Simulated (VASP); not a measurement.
Computed with PBEsol GGA, VASP's PBE PAW potentials (set 64) (plane waves; VASP).

Input for VASP

**POSCAR**
```
PbSe
1
   -0.0000000000     3.0499386914     3.0499386914
    3.0499386914     0.0000000000     3.0499386914
    3.0499386914     3.0499386914     0.0000000000
Pb Se
1 1
Direct
  0.0000000000   0.0000000000   0.0000000000
  0.5000000000   0.5000000000   0.5000000000
```

KPOINTS:
```
Automatic mesh
0
Gamma
8 8 8
0 0 0
```

INCAR:
```
SYSTEM = PbSe
PREC = Accurate
ENCUT = 480
EDIFF = 1E-7
NELM = 100
ALGO = Normal
LREAL = .FALSE.
LASPH = .TRUE.
ISMEAR = 0
SIGMA = 0.05
GGA = PS
LMAXMIX = 4
LWAVE = .FALSE.
LCHARG = .FALSE.
ISIF = 2
```

POTCAR, in this order: Pb_d Se (PBE.64 set). Program: vasp_std.

The run wrote:

File OSZICAR:
```
       N       E                     dE             d eps       ncg     rms          rms(c)
DAV:   1     0.152545849926E+03    0.15255E+03   -0.93169E+03   812   0.139E+03
DAV:   2     0.325444737811E+01   -0.14929E+03   -0.14595E+03   872   0.338E+02
DAV:   3    -0.891032477395E+01   -0.12165E+02   -0.12046E+02  1066   0.101E+02
DAV:   4    -0.916887420539E+01   -0.25855E+00   -0.25846E+00   904   0.176E+01
DAV:   5    -0.917731319777E+01   -0.84390E-02   -0.84389E-02  1112   0.318E+00    0.268E+00
DAV:   6    -0.892443585640E+01    0.25288E+00   -0.66561E-01  1198   0.700E+00    0.153E+00
DAV:   7    -0.891714914933E+01    0.72867E-02   -0.10550E-01   924   0.192E+00    0.801E-01
DAV:   8    -0.891780001050E+01   -0.65086E-03   -0.10461E-02   950   0.134E+00    0.117E-01
DAV:   9    -0.891748197821E+01    0.31803E-03   -0.21476E-03  1192   0.515E-01    0.457E-02
DAV:  10    -0.891750929339E+01   -0.27315E-04   -0.14062E-04   872   0.847E-02    0.160E-02
DAV:  11    -0.891750777848E+01    0.15149E-05   -0.31666E-05  1128   0.677E-02    0.455E-03
DAV:  12    -0.891750780762E+01   -0.29143E-07   -0.23870E-06  1046   0.187E-02    0.133E-03
DAV:  13    -0.891750779777E+01    0.98560E-08   -0.79835E-08   508   0.476E-03
   1 F= -.89175078E+01 E0= -.89174942E+01  d E =-.272112E-04
```

File OUTCAR:
```
------------------------ aborting loop because EDIFF is reached ----------------------------------------
  FORCE on cell =-STRESS in cart. coord.  units (eV):
  Direction    XX          YY          ZZ          XY          YZ          ZX
  --------------------------------------------------------------------------------------
  Total        0.0279626      0.0279626      0.0279626     -0.0000000      0.0000000      0.0000000
  in kB        0.7895602      0.7895602      0.7895602     -0.0000000      0.0000000      0.0000000
  external PRESSURE =       0.7895602 kB  Pullay stress =       0.0000000 kB
  volume of cell :       56.74
      direct lattice vectors                 reciprocal lattice vectors
     0.000000000  3.049938691  3.049938691    -0.163937722  0.163937722  0.163937722
     3.049938691  0.000000000  3.049938691     0.163937722 -0.163937722  0.163937722
     3.049938691  3.049938691  0.000000000     0.163937722  0.163937722 -0.163937722
  FREE ENERGIE OF THE ION-ELECTRON SYSTEM (eV)
  ---------------------------------------------------
  free  energy   TOTEN  =        -8.9175077978 eV

  energy  without entropy=       -8.9174805865  energy(sigma->0) =       -8.91749419
```
(Selected blocks of OUTCAR.)

The compound is PbSe in the rock salt structure. It was relaxed first.
